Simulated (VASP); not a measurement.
Input:

```xyz
2
Lattice="3.4378 0.0000 0.0000 0.0000 3.4378 0.0000 0.0000 0.0000 3.4378" Properties=species:S:1:pos:R:3 pbc="T T T"
Si     0.0000     0.0000     0.0000
Sn     1.7189     1.7189     1.7189
```

Method: PBEsol GGA, VASP's PBE PAW potentials (set 64) (plane waves; VASP). Numerical set-up: 400 eV cut-off, 12×12×12 Γ-centred mesh, tetrahedra with Blöchl corrections, potentials Si Sn_d.

Unless said otherwise, spin-orbit coupling is left out, though it shifts the bands of the heavy elements here.

### Question
Tabulate the total density of states (states/eV per cell) against energy (eV; zero at the valence-band maximum or, without a gap, the Fermi level).

### Answer

```
E (eV) | DOS (states/eV)
    -9.98 | ########### 0.42
    -9.62 | ########### 0.45
    -9.26 | ############ 0.48
    -8.90 | ############# 0.51
    -8.66 | ############# 0.53
    -8.30 | ############## 0.56
    -7.94 | ############### 0.60
    -7.58 | ################ 0.63
    -7.22 | ################# 0.68
    -6.86 | #################### 0.79
    -6.50 | ###################### 0.88
    -6.14 | ################### 0.77
    -5.90 | ################### 0.75
    -5.54 | ############### 0.61
    -5.18 | ########### 0.45
    -4.82 | ############# 0.50
    -4.46 | ############# 0.52
    -4.10 | ################ 0.62
    -3.74 | ################### 0.76
    -3.38 | ######################### 0.99
    -3.14 | ######################### 0.98
    -2.78 | ###################### 0.86
    -2.42 | ####################### 0.91
    -2.06 | #################### 0.80
    -1.70 | ####################### 0.93
    -1.34 | ######################### 0.98
    -0.98 | ######################### 0.98
    -0.62 | ########################### 1.06
    -0.38 | ########################### 1.09
    -0.02 | ########################### 1.06
     0.34 | ########################### 1.06
     0.70 | ########################## 1.05
     1.06 | ######################## 0.96
     1.42 | ######################### 1.01
     1.78 | ########################### 1.07
     2.14 | ############################# 1.17
     2.38 | ############################## 1.19
     2.74 | ####################### 0.93
     3.10 | ###################### 0.87
     3.46 | ######################### 0.99
```
Within 2 eV below the Fermi level the largest weight inside VASP's projection spheres is Sn p, then Si p.

The structure was generated: SiSn was put into the CsCl type type (Pm-3m), which need not be its known phase. It was relaxed first, which changed the volume by +18 %. VASP warned that the highest band is occupied, so more bands are needed.
